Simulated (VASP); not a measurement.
Input for VASP

### INCAR
```
# general
SYSTEM    =  FeAl
PREC      =  Accurate
ENCUT     =  520
LREAL     =  .FALSE.
LASPH     =  .TRUE.

# electronic loop
EDIFF     =  1E-6
NELM      =  100
ALGO      =  Normal
LMAXMIX   =  4

# smearing
ISMEAR    =  1
SIGMA     =  0.1

# functional
GGA       =  BO
LUSE_VDW  =  .TRUE.
AGGAC     =  0.0
PARAM1    =  0.1833333333
PARAM2    =  0.22

# ions
IBRION    =  2
NSW       =  60
ISIF      =  3
EDIFFG    =  -0.01

# output
LWAVE     =  .FALSE.
LCHARG    =  .FALSE.
```

**POSCAR**
```
FeAl
1.0
  2.9100000000   0.0000000000   0.0000000000
  0.0000000000   2.9100000000   0.0000000000
  0.0000000000   0.0000000000   2.9100000000
Al Fe
1 1
Cartesian
  1.4550000000   1.4550000000   1.4550000000
  0.0000000000   0.0000000000   0.0000000000
```

File KPOINTS:
```
Automatic
0
G
  11 11 11
```

POTCAR, in this order: Al Fe (PBE.64 set). Program: vasp_std.

Q: Write an equivalent input for Quantum ESPRESSO's pw.x.

A: One equivalent input (not run):
```
&CONTROL
  calculation = 'vc-relax'
  pseudo_dir = './pseudo'
  outdir = './out'
  tprnfor = .true.
  tstress = .true.
  nstep = 60
  forc_conv_thr = 0.00039
/
&SYSTEM
  ibrav = 0
  nat = 2
  ntyp = 2
  ecutwfc = 90
  occupations = 'smearing'
  smearing = 'methfessel-paxton'
  degauss = 0.00735
  input_dft = 'vdw-df-obk8'
/
&ELECTRONS
  conv_thr = 7.3e-08
  electron_maxstep = 100
/
&IONS
/
&CELL
/
ATOMIC_SPECIES
  Al 26.982 Al.upf
  Fe 55.845 Fe.upf
CELL_PARAMETERS angstrom
     2.9100000    0.0000000    0.0000000
     0.0000000    2.9100000    0.0000000
     0.0000000    0.0000000    2.9100000
ATOMIC_POSITIONS crystal
  Al   0.5000000  0.5000000  0.5000000
  Fe   0.0000000  0.0000000  0.0000000
K_POINTS automatic
  11 11 11 0 0 0
```
Limits of the translation: the potentials are each code's own (VASP's PAW set, PseudoDojo norm-conserving files in pw.x), so ENCUT and ecutwfc are chosen apart and not converted; conv_thr bounds pw.x's estimated SCF error, while EDIFF bounds the energy change between steps; forc_conv_thr acts on force components and is met together with etot_conv_thr.

The compound is FeAl in the CsCl type structure. This run relaxes it. Symmetry was kept, so distortions that lower it aren't found.
